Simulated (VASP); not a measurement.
Set up this calculation in VASP 6.6.1, as the native input.

* Task: relaxation of cell and atoms
* Functional: PBE
* Potentials or basis: VASP PAW PBE potentials, release 64 (Si, F)
* Cutoff: 600 eV
* k mesh: 9 × 9 × 9
* Occupations: fermi-dirac, width 0.05 eV
* Spin: no spin polarisation
* Further INCAR settings: ALGO = Normal; EDIFF = 1e-06; IBRION = 2; EDIFFG = -0.02; NSW = 60; ISIF = 3

The structure of SiF lies in POSCAR:

```
SiF
1.0
    3.0286000000      0.0000000000      0.0000000000
    0.0000000000      3.0286000000      0.0000000000
    0.0000000000      0.0000000000      3.0286000000
Si F
1 1
Direct
    0.5000000000      0.5000000000      0.5000000000
    0.0000000000      0.0000000000      0.0000000000
```

The cell was built by a generator and needn't be a form met in nature.

One way to write it, as run:

INCAR

```
SYSTEM = SiF
ALGO     = Normal         ! electronic algorithm
EDIFF    = 1E-6           ! SCF threshold, eV
EDIFFG   = -0.02          ! ionic threshold
ENCUT    = 600            ! plane-wave cutoff, eV
GGA      = PE             ! functional
IBRION   = 2              ! ionic algorithm
ISIF     = 3              ! what is computed and relaxed
ISMEAR   = -1             ! smearing method
LASPH    = .TRUE.         ! aspherical terms in the spheres
LCHARG   = .FALSE.        ! write CHGCAR
LREAL    = .FALSE.        ! projectors in reciprocal space
LWAVE    = .FALSE.        ! write WAVECAR
NELM     = 60             ! most SCF steps
NSW      = 60             ! ionic steps
PREC     = Accurate       ! precision mode
SIGMA    = 0.05           ! smearing width, eV
```

KPOINTS

```
k-points
0
G
  9 9 9
  0 0 0
```

Potentials or basis: VASP PAW PBE potentials, release 64 (Si, F).

The run is started by

```sh
$ cat potpaw_PBE.64/Si/POTCAR potpaw_PBE.64/F/POTCAR > POTCAR
$ mpirun -np 1 vasp_std > vasp.out
```

It gave:

The pressure after relaxing is -0.1 GPa and the band gap on the k mesh is none (metal or under the smearing width).

Caveat: the relaxation stopped at its first step, so nothing moved; an odd number of electrons without spin polarisation forces a metal; a magnetic or distorted state may lie lower.

It took 4.9 s on 1 thread of AMD EPYC 9R45 96-Core Processor (Zen 5), on a shared host, peak memory 0.11 GiB.
